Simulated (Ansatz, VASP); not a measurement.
## Si5C92 (annealed Voronoi polycrystal of C with 5 % Si on C sites (3 grains at the start)): VASP beside Ansatz

Wanted: the spread between two codes on one cell, functional and k mesh. Of the first pair: The structure shown is the start of the Ansatz relaxation below; VASP solves that cell, so the two are compared at the walk's first step.

Calculated with Ansatz 0.2.0; plane waves, with VASP 6.6.1 beside it; single point at PBE.

### Step 1. Set-up

The cell holds 194 atoms: 184 C and 10 Si. Cell: a = 13.252 Å, b = 10.434 Å, c = 11.146 Å, α = 90.0°, β = 90.0°, γ = 90.0°. It derives from C (diamond C). As first built, before any earlier steps moved the atoms (in the runner's words): 3 grains of diamond C (a = 3.566 A), 5 % of C replaced at random by Si at random centres and orientations, cut by Voronoi cells in a periodic box, atoms closer than 1.11 A removed; annealed 10 ps at 2550 K with the Tersoff potential (Tersoff, Phys. Rev. B 39, 5566 (1989)), cooled to 300 K. .

### Step 2. Ansatz: relaxation, PBE

Ansatz runs on its default PAW (the set named soft_2) files.

The two programs are compared at the cell with which this relaxation starts, whose forces are those of its first step.

Contents of input.yaml:

```yaml
crystal:
  lattice:
    - [13.25235, 0.0, 0.0]
    - [0.0, 10.43381, 0.0]
    - [0.0, 0.0, 11.14608]
  atoms:
    - { symbol: C, position: [0.00849, 0.20558, 0.54373] }
    - { symbol: C, position: [0.91219, 0.57503, 0.07763] }
    - { symbol: C, position: [0.00858, 0.17162, 0.41611] }
    - { symbol: C, position: [0.06778, 0.29256, 0.10946] }
    - { symbol: C, position: [0.02269, 0.58258, 0.64826] }
    - { symbol: C, position: [0.04795, 0.71561, 0.66322] }
    - { symbol: C, position: [0.10272, 0.37892, 0.63916] }
    - { symbol: C, position: [0.01978, 0.33836, 0.5675] }
    - { symbol: C, position: [0.12009, 0.51088, 0.6386] }
    - { symbol: C, position: [0.96276, 0.56024, 0.53608] }
    - { symbol: Si, position: [0.02016, 0.51999, 0.96921] }
    - { symbol: C, position: [0.52832, 0.57974, 0.45617] }
    - { symbol: C, position: [0.56502, 0.36704, 0.54302] }
    - { symbol: C, position: [0.7298, 0.54908, 0.21129] }
    - { symbol: C, position: [0.53383, 0.24568, 0.34736] }
    - { symbol: C, position: [0.56253, 0.08709, 0.07845] }
    - { symbol: C, position: [0.66509, 0.11103, 0.12852] }
    - { symbol: C, position: [0.5932, 0.32887, 0.25577] }
    - { symbol: C, position: [0.70198, 0.31276, 0.25794] }
    - { symbol: C, position: [0.69866, 0.077, 0.3542] }
    - { symbol: C, position: [0.62167, 0.48065, 0.03815] }
    - { symbol: C, position: [0.72251, 0.5253, 0.08554] }
    - { symbol: C, position: [0.80781, 0.57412, 0.0131] }
    - { symbol: Si, position: [0.7476, 0.27019, 0.10034] }
    - { symbol: C, position: [0.88293, 0.33907, 0.13575] }
    - { symbol: C, position: [0.71057, 0.03071, 0.23029] }
    - { symbol: C, position: [0.94748, 0.127, 0.11874] }
    - { symbol: C, position: [0.66865, 0.42678, 0.72112] }
    - { symbol: C, position: [0.6015, 0.47335, 0.47588] }
    - { symbol: C, position: [0.71405, 0.47342, 0.43157] }
[... 158 atom lines left out ...]
    - { symbol: C, position: [0.44008, 0.92031, 0.585] }
    - { symbol: C, position: [0.44777, 0.94007, 0.71504] }
    - { symbol: C, position: [0.19931, 0.0048, 0.63859] }
    - { symbol: C, position: [0.44472, 0.02817, 0.50783] }
    - { symbol: C, position: [0.37657, 0.73205, 0.67248] }
    - { symbol: C, position: [0.12559, 0.91922, 0.56864] }
kpoints:
  mp_grid: { grid: [1, 1, 1] }
hamiltonian:
  xc: pbe
scf:
  occupations: { method: fermi_dirac, width: 0.05 }
output:
  forces: true
relax:
  f_tol: 0.05
  max_steps: 120
```

Launch:

```console
$ ansatz run input.yaml --threads 4 --pin off --max-ram 8192MiB --backend cpu --events-out ev --progress --plain --runs-dir out
```

Numbers of over 12 decimals in the logs are rounded to 6 here.

Log:

```text
Engine: ansatz 0.2.0, x86_64-unknown-linux-gnu
Pseudopotentials: kind: paw
Pseudopotential: C, paw, valence charge 4, recommended cutoff 420 eV (normal), C.paw.azcp
Pseudopotential: Si, paw, valence charge 4, recommended cutoff 420 eV (normal), Si.paw.azcp
Functional definition: PBE
  parameter kappa = 0.804
  parameter beta = 0.066725
  exchange = pbe_x(kappa = kappa, mu = beta*pi^2/3)
  correlation = pbe_c(beta = beta)
Crystal: 194 atoms, lattice volume = 1541.196 Å³
Basis set: ecut = 420 eV, 30163 PW (Γ), exchange–correlation on 180×144×150 points (8 copies of the dense FFT grid, shifted against one another)
Bands: 582, of which v1, the nominal top of the filled ones, is band 388 counted from 1 (387 counted from 0)
Symmetry: 1 space group operations
Space group: P1 (ITA 1), of the structure as read, at distance tolerance 1.2e-4 Å
k-points: 1
Non-local potential: C, projectors of the file, l = 0: 2, l = 1: 2, l = 2: 1
Non-local potential: Si, projectors of the file, l = 0: 2, l = 1: 2, l = 2: 2
PAW form: soft (Blöchl's): semilocal exchange-correlation on the pseudo side does not see the compensation charge
PAW one-centre angular grid: C, 110 points (default); XC on 64 Gauss nodes
PAW one-centre angular grid: Si, 110 points (default); XC on 64 Gauss nodes
Initial density: superposition of atomic densities (neutral atoms: chi_scale 0, normalization atom), corrected by the library's trained network
Initial wavefunctions: pseudopotential atomic-orbital guess
Functional: x = pbe(κ = 0.804, μ = 0.219515), c = pbe(β = 0.066725)
SCF iter   1: F=—  HF=-52333.756980 eV  |F-HF|=—  |Δ(HF+E_count)|=         —  Δρ=1.53e-2  dr2=9.88e0  ethr=1.77e-3  ⟨swp⟩=6.0  Hψ=2606  notcnv=0  defer=92
preconditioner: auto → Kerker (q_TF=auto, 2.433 Å⁻¹)  [metal: Δε(μ)=0.027 eV  Ē_g=13.704 eV  σ=0.050 eV  W_gap=0.13  n_scr=362 (ndim 8)  ℏωp=26.3 eV  f_vac=0.008  D(μ)=56.80/eV (n_scr^D=450)]
SCF iter   2: F=—  HF=-52333.168061 eV  |F-HF|=—  |Δ(HF+E_count)|=   5.89e-1  Δρ=7.86e-3  dr2=3.61e0  ethr=1.27e-3  ⟨swp⟩=1.0  Hψ=670  notcnv=0  defer=109
SCF iter   3: F=—  HF=-52332.845691 eV  |F-HF|=—  |Δ(HF+E_count)|=   3.22e-1  Δρ=1.91e-3  dr2=2.32e-1  ethr=4.66e-4  ⟨swp⟩=2.0  Hψ=475  notcnv=0  defer=145
SCF iter   4: F=—  HF=-52332.837015 eV  |F-HF|=—  |Δ(HF+E_count)|=   8.68e-3  Δρ=8.91e-4  dr2=2.73e-2  ethr=2.99e-5  ⟨swp⟩=3.0  Hψ=746  notcnv=0  defer=154
SCF iter   5: F=—  HF=-52332.835683 eV  |F-HF|=—  |Δ(HF+E_count)|=   1.33e-3  Δρ=2.70e-4  dr2=5.07e-3  ethr=3.51e-6  ⟨swp⟩=1.0  Hψ=582  notcnv=0  defer=156
SCF iter   6: F=—  HF=-52332.835615 eV  |F-HF|=—  |Δ(HF+E_count)|=   6.76e-5  Δρ=1.00e-4  dr2=6.37e-4  ethr=6.53e-7  ⟨swp⟩=2.0  Hψ=659  notcnv=0  defer=156
SCF iter   7: F=—  HF=-52332.835641 eV  |F-HF|=—  |Δ(HF+E_count)|=   2.56e-5  Δρ=4.20e-5  dr2=1.00e-4  ethr=8.21e-8  ⟨swp⟩=3.0  Hψ=775  notcnv=0  defer=156
SCF iter   8: F=-52332.835642 eV  HF=-52332.835648 eV  |F-HF|=5.62e-6  |Δ(HF+E_count)|=   7.12e-6  Δρ=1.85e-5  dr2=1.62e-5  ethr=8.05e-9  ⟨swp⟩=3.0  Hψ=1353  notcnv=0
SCF 1 converged in 8 iterations: F = -52332.835642 eV  dr2 = 1.62e-5
  greatest PAW one-centre occupation: 0.698 electrons in one spin orbital (limit 2), on the C atom at site 160 (counted from 0), in its partial waves of l = 0
relax step   1: F+E_penalty+E_count = -52332.83564210 eV  Δ(F+E_penalty+E_count) = +0.000e0 eV  max|allowed force component| = 4.647e0 eV/Å  Δτ_max = 0.0000 Å  (8 SCF iters, dr2 threshold 6.25e-5 eV, accepted)
Initial density: handed on by an earlier stage of this run
Initial wavefunctions: those handed on with the density
iter 1 solved again at ethr=9.14e-4 eV; its pass at ethr=3.10e-3 eV (dr2=7.09e0 eV) is discarded
SCF iter   1: F=—  HF=-52353.033398 eV  |F-HF|=—  |Δ(HF+E_count)|=         —  Δρ=2.26e-2  dr2=7.21e0  ethr=9.14e-4  ⟨swp⟩=1.0  Hψ=2047  notcnv=0  defer=154
preconditioner: auto → Kerker (q_TF=auto, 2.433 Å⁻¹)  [metal: Δε(μ)=0.061 eV  Ē_g=13.848 eV  σ=0.050 eV  W_gap=0.30  n_scr=362 (ndim 8)  ℏωp=26.3 eV  f_vac=0.007  D(μ)=47.89/eV (n_scr^D=352)]
SCF iter   2: F=—  HF=-52351.879985 eV  |F-HF|=—  |Δ(HF+E_count)|=    1.15e0  Δρ=1.18e-2  dr2=2.25e0  ethr=9.14e-4  ⟨swp⟩=2.0  Hψ=421  notcnv=0  defer=154
SCF iter   3: F=—  HF=-52351.392312 eV  |F-HF|=—  |Δ(HF+E_count)|=   4.88e-1  Δρ=1.40e-3  dr2=7.87e-2  ethr=2.90e-4  ⟨swp⟩=2.0  Hψ=697  notcnv=0  defer=154
SCF iter   4: F=—  HF=-52351.385684 eV  |F-HF|=—  |Δ(HF+E_count)|=   6.63e-3  Δρ=4.48e-4  dr2=1.39e-2  ethr=1.01e-5  ⟨swp⟩=3.0  Hψ=895  notcnv=0  defer=162
SCF iter   5: F=—  HF=-52351.384866 eV  |F-HF|=—  |Δ(HF+E_count)|=   8.17e-4  Δρ=1.50e-4  dr2=1.78e-3  ethr=1.80e-6  ⟨swp⟩=3.0  Hψ=794  notcnv=0  defer=162
SCF iter   6: F=—  HF=-52351.384838 eV  |F-HF|=—  |Δ(HF+E_count)|=   2.78e-5  Δρ=5.62e-5  dr2=2.18e-4  ethr=2.30e-7  ⟨swp⟩=3.0  Hψ=657  notcnv=0  defer=162
[...]
- { symbol: C, position: [0.451032, 0.923890, 0.050488] }
    - { symbol: C, position: [0.226682, 0.743326, 0.432020] }
    - { symbol: C, position: [0.204607, 0.641808, 0.338348] }
    - { symbol: C, position: [0.195743, 0.508293, 0.349080] }
    - { symbol: C, position: [0.202818, 0.437395, 0.241321] }
    - { symbol: C, position: [0.183031, 0.693537, 0.228255] }
    - { symbol: C, position: [0.204388, 0.624292, 0.121152] }
    - { symbol: C, position: [0.572468, 0.935951, 0.228837] }
    - { symbol: Si, position: [0.613805, 0.794814, 0.140947] }
    - { symbol: C, position: [0.468982, 0.781635, 0.098132] }
    - { symbol: C, position: [0.418003, 0.591018, 0.228229] }
    - { symbol: C, position: [0.452977, 0.492387, 0.132027] }
    - { symbol: C, position: [0.379951, 0.368599, 0.128757] }
    - { symbol: C, position: [0.224714, 0.493666, 0.129323] }
    - { symbol: C, position: [0.236211, 0.307303, 0.255018] }
    - { symbol: Si, position: [0.196875, 0.212011, 0.121377] }
    - { symbol: C, position: [0.280606, 0.890117, 0.114377] }
    - { symbol: C, position: [0.052993, 0.853177, 0.190679] }
    - { symbol: C, position: [0.553346, 0.577997, -0.036776] }
    - { symbol: C, position: [0.477151, 0.695432, -0.00397568] }
    - { symbol: C, position: [0.299308, 0.424373, 0.046953] }
    - { symbol: C, position: [0.448861, 0.558496, 0.0081099] }
    - { symbol: C, position: [0.378793, 0.476388, 0.944802] }
    - { symbol: C, position: [0.315226, 0.283443, 0.030627] }
    - { symbol: C, position: [0.537229, 0.626376, 0.831550] }
    - { symbol: C, position: [0.642357, 0.357535, 0.974185] }
[...]
- { symbol: Si, position: [0.291641, 0.508194, 0.819513] }
[...]
- { symbol: Si, position: [0.701897, 0.156240, 0.694537] }
[...]
- { symbol: Si, position: [0.311869, 0.879726, 0.868837] }
[...]
- { symbol: C, position: [0.616694, 0.022780, 0.454730] }
    - { symbol: C, position: [0.614050, 0.742916, 0.617674] }
    - { symbol: C, position: [0.420518, 0.936323, 0.599816] }
    - { symbol: C, position: [0.434588, 0.954950, 0.724952] }
    - { symbol: C, position: [0.187337, -0.024840, 0.645611] }
    - { symbol: C, position: [0.431243, 0.043857, 0.517457] }
    - { symbol: C, position: [0.388941, 0.740088, 0.676820] }
    - { symbol: C, position: [0.118279, 0.909082, 0.575285] }
```

In the SCF lines HF is the Harris–Foulkes energy and dr2 the Hartree energy of the density residual, in eV; the loop may stop once dr2 is under the threshold and the program's other checks hold. Hψ counts applications of the Hamiltonian.

### Step 3. VASP: single point, PBE, start cell, pair 1

The same cell, functional, mesh and smearing now go to VASP, with its own data sets.

Lines of VASP's logs that name or quote its potential files are left out, and so is its time.

Contents of INCAR:

```
SYSTEM = Si5C92
PREC = Accurate
ENCUT = 520
EDIFF = 1E-06
NELM = 120
ISMEAR = -1
SIGMA = 0.05
LREAL = Auto
ALGO = Normal
GGA = PE
NBANDS = 523
LORBIT = 11
LWAVE = .FALSE.
LCHARG = .FALSE.
ISIF = 2
LASPH = .TRUE.
GGA_COMPAT = .FALSE.
```

Contents of POSCAR:

```
Si5C92
1.0
   13.2523500000      0.0000000000      0.0000000000
    0.0000000000     10.4338100000      0.0000000000
    0.0000000000      0.0000000000     11.1460800000
C Si
184 10
Direct
    0.0084890604      0.2055816619      0.5437337611
    0.9121929318      0.5750344313      0.0776326744
    0.0085796104      0.1716151626      0.4161104173
    0.0677766585      0.2925585189      0.1094555216
    0.0226903153      0.5825772177      0.6482637842
    0.0479462133      0.7156062838      0.6632197149
    0.1027214041      0.3789219854      0.6391574437
    0.0197776243      0.3383615381      0.5674999641
    0.1200919082      0.5108776181      0.6386011943
    0.9627575487      0.5602363854      0.5360808464
    0.5283213921      0.5797402866      0.4561693438
    0.5650167706      0.3670375443      0.5430160200
    0.7298026388      0.5490803455      0.2112940155
    0.5338298490      0.2456820663      0.3473597893
    0.5625266462      0.0870918677      0.0784491050
    0.6650895879      0.1110332659      0.1285205202
    0.5932004512      0.3288731537      0.2557670499
    0.7019811581      0.3127620687      0.2579382168
    0.6986609922      0.0769996770      0.3541962735
    0.6216708735      0.4806489672      0.0381479408
    0.7225133656      0.5253018792      0.0855367986
    0.8078114448      0.5741239298      0.0130987755
    0.8829301973      0.3390707709      0.1357517621
    0.7105683143      0.0307078622      0.2302872400
    0.9474772399      0.1270005875      0.1187412974
    0.6686512203      0.4267760291      0.7211234802
    0.6015008659      0.4733457864      0.4758803095
    0.7140469426      0.4734224603      0.4315687668
    0.6692699785      0.5594792315      0.6736807918
    0.7523797666      0.6143297607      0.6104567705
[... 158 atom lines left out ...]
    0.0219885530      0.0118173515      0.2188213255
    0.6110010677      0.7514896284      0.1256136687
    0.1882609499      0.1881958748      0.1155024906
    0.2886129630      0.5255798218      0.7967016207
    0.7064784736      0.1654620891      0.6948003244
    0.2881073923      0.8860617550      0.8503437980
```

Contents of KPOINTS:

```
Automatic mesh
0
Gamma
1 1 1
0 0 0
```

Potentials, in the order of the species: C and Si (PBE family, release 64).

Launch:

```console
$ export OMP_NUM_THREADS=4
$ mpirun -np 1 vasp_gam
```

Log:

```text
[banner, memory and clock lines left out]
running    1 mpi-ranks, on    1 nodes
[...]
Offloading initialized ...    1 GPUs detected
[...]
LDA part: xc-table for (Slater+PW92), standard interpolation
 POSCAR, INCAR and KPOINTS ok, starting setup
[...]
entering main loop
       N       E                     dE             d eps       ncg     rms          rms(c)
DAV:   1     0.518766834864E+04    0.51877E+04   -0.45230E+05  1054   0.149E+03
DAV:   2    -0.110214123949E+04   -0.62898E+04   -0.59070E+04  1329   0.333E+02
DAV:   3    -0.161764343117E+04   -0.51550E+03   -0.49444E+03  1268   0.917E+01
DAV:   4    -0.163382103195E+04   -0.16178E+02   -0.15973E+02  1268   0.170E+01
[...]
DAV:  20    -0.155359256573E+04   -0.18535E-04   -0.87394E-05  1188   0.149E-02    0.172E-02
DAV:  21    -0.155359256662E+04   -0.88931E-06   -0.21879E-05  1180   0.776E-03    0.952E-03
DAV:  22    -0.155359256631E+04    0.31820E-06   -0.56666E-06   988   0.394E-03
   1 F= -.15535926E+04 E0= -.15533529E+04  d E =-.479395E+00
```

OUTCAR, selected parts (step 3):

```text
  FREE ENERGIE OF THE ION-ELECTRON SYSTEM (eV)
  ---------------------------------------------------
  free  energy   TOTEN  =     -1553.5925663052 eV

  energy  without entropy=    -1553.1131714335  energy(sigma->0) =    -1553.35286887
```

The run ends at a pressure of -4.54 GPa, with forces up to 6.2 eV/Å.

### Step 4. Side by side

Known differences besides the potentials themselves: the cutoff is 420 eV in Ansatz and 520 eV in VASP (PREC = Accurate, projectors in real space). Total energies have different zeros and are not compared.

Forces on 10 of the 194 atoms, those with the largest forces and the largest differences (eV/Å; atoms numbered as in POSCAR):

| atom | Ansatz x, y, z | VASP x, y, z |
| --- | --- | --- |
| C7 | -4.109, 0.871, -2.307 | -4.099, 0.856, -2.289 |
| C17 | -4.594, 2.617, -3.204 | -4.626, 2.629, -3.211 |
| C41 | -0.988, -1.378, 1.706 | -1.042, -1.394, 1.695 |
| C73 | 4.238, -0.838, -0.878 | 4.214, -0.840, -0.894 |
| C112 | 0.201, -1.443, -1.454 | 0.194, -1.384, -1.456 |
| C113 | 1.561, 2.202, 3.470 | 1.525, 2.206, 3.453 |
| C119 | -0.595, -2.587, 4.647 | -0.585, -2.569, 4.618 |
| C121 | 3.902, -1.627, -2.540 | 3.892, -1.598, -2.519 |
| C125 | 2.047, -2.339, -0.390 | 2.084, -2.367, -0.374 |
| C177 | 0.475, -1.859, 4.019 | 0.464, -1.876, 4.038 |

The forces differ by 15 meV/Å r.m.s., which is 1.0 % of the r.m.s. force of 1.465 eV/Å (both taken over all components).

[end of part 1 of 2]

[Lines on the potential files, build, host, timing and source positions are cut from VASP's logs without a mark.]

[Logs are printed without paths, hosts, clocks, repeated set-up lines and the standing remarks that a program may print on its own settings, such as how far it seeks lower states.]

[Hosts, paths, dates, database ids (printed as entryN), source tags and the programs' standing remarks are cut or masked in the printed files.]
